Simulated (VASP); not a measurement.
Method: AM05 GGA, VASP's PBE PAW potentials (set 64) (plane waves; VASP).

A VASP calculation is set up with these files.

File KPOINTS:
```
k-points along high-symmetry lines
15
Line-mode
Reciprocal
  0.000000   0.000000   0.000000 ! GAMMA
  0.000000   0.500000   0.000000 ! X

  0.000000   0.500000   0.000000 ! X
  0.500000   0.500000   0.000000 ! M

  0.500000   0.500000   0.000000 ! M
  0.000000   0.000000   0.000000 ! GAMMA

  0.000000   0.000000   0.000000 ! GAMMA
  0.500000   0.500000   0.500000 ! R

  0.500000   0.500000   0.500000 ! R
  0.000000   0.500000   0.000000 ! X

  0.500000   0.500000   0.500000 ! R
  0.500000   0.500000   0.000000 ! M
```

POSCAR:
```
TiCo
1
    2.9294561803     0.0000000000    -0.0000000000
    0.0000000000     2.9294561803     0.0000000000
   -0.0000000000     0.0000000000     2.9294561803
Ti Co
1 1
Direct
  0.0000000000   0.0000000000   0.0000000000
  0.5000000000   0.5000000000   0.5000000000
```

INCAR:
```
SYSTEM = TiCo
PREC = Accurate
ENCUT = 520
EDIFF = 1E-7
NELM = 100
ALGO = Normal
LREAL = .FALSE.
LASPH = .TRUE.
ISMEAR = 0
SIGMA = 0.05
GGA = AM
LMAXMIX = 4
LWAVE = .FALSE.
LCHARG = .FALSE.
LORBIT = 11
ICHARG = 11
```

POTCAR, in this order: Ti_sv Co (PBE.64 set). Program: vasp_std. Read from the step before: CHGCAR.

The resulting files:

### OSZICAR
```
       N       E                     dE             d eps       ncg     rms          rms(c)
DAV:   1     0.151164818390E+03    0.15116E+03   -0.10810E+04  2520   0.194E+03
DAV:   2    -0.722227793859E+01   -0.15839E+03   -0.15571E+03  2556   0.411E+02
DAV:   3    -0.164426724830E+02   -0.92204E+01   -0.90872E+01  3914   0.108E+02
DAV:   4    -0.167058265824E+02   -0.26315E+00   -0.26236E+00  3108   0.149E+01
DAV:   5    -0.167171388341E+02   -0.11312E-01   -0.11312E-01  3624   0.274E+00
DAV:   6    -0.167173173097E+02   -0.17848E-03   -0.17848E-03  3012   0.327E-01
DAV:   7    -0.167173222640E+02   -0.49543E-05   -0.49542E-05  3848   0.527E-02
DAV:   8    -0.167173223464E+02   -0.82438E-07   -0.82247E-07  3052   0.617E-03
   1 F= -.16717322E+02 E0= -.16714875E+02  d E =-.489482E-02
```

### OUTCAR
```
 val. band max:       10.2837563817   @ k =   0.4286   0.5000   0.0000

 cond. band min:      10.3012197491   @ k =   0.0000   0.3214   0.0000



 k-point     1 :       0.0000    0.0000    0.0000
  band No.  band energies     occupation
      1     -46.2424      2.00000
      2     -22.4811      2.00000
      3     -22.4811      2.00000
      4     -22.4811      2.00000
      5       2.6137      2.00000
      6       6.4421      2.00000
      7       6.4421      2.00000
      8       8.9768      2.00000
      9       8.9768      2.00000
     10       8.9768      2.00000
     11      11.3300      0.00000
     12      11.3300      0.00000
     13      13.4540      0.00000
     14      13.4540      0.00000

 k-point     2 :       0.0000    0.0357    0.0000
  band No.  band energies     occupation
      1     -46.2419      2.00000
      2     -22.4859      2.00000
      3     -22.4807      2.00000
      4     -22.4807      2.00000
      5       2.6406      2.00000
      6       6.4543      2.00000
      7       6.4554      2.00000
      8       8.9749      2.00000
      9       8.9749      2.00000
     10       8.9818      2.00000
     11      11.3156      0.00000
     12      11.3359      0.00000
     13      13.4140      0.00000
     14      13.4252      0.00000

 k-point     3 :       0.0000    0.0714    0.0000
  band No.  band energies     occupation
      1     -46.2403      2.00000
      2     -22.5000      2.00000
      3     -22.4797      2.00000
      4     -22.4797      2.00000
      5       2.7207      2.00000
      6       6.4908      2.00000
      7       6.4945      2.00000
      8       8.9692      2.00000
      9       8.9692      2.00000
     10       8.9966      2.00000
     11      11.2726      0.00000
     12      11.3526      0.00000
     13      13.2995      0.00000
     14      13.2996      0.00000

 k-point     4 :       0.0000    0.1071    0.0000
  band No.  band energies     occupation
      1     -46.2378      2.00000
...
```

The density is held fixed in this step, so its total energy and stress have no physical meaning.

The compound is TiCo in the CsCl type structure. It was relaxed first, which changed the volume by -6 %. The run is not spin-polarised, so no magnetic state was tried. The electron count is odd and the run is not spin-polarised, which forces a metal.
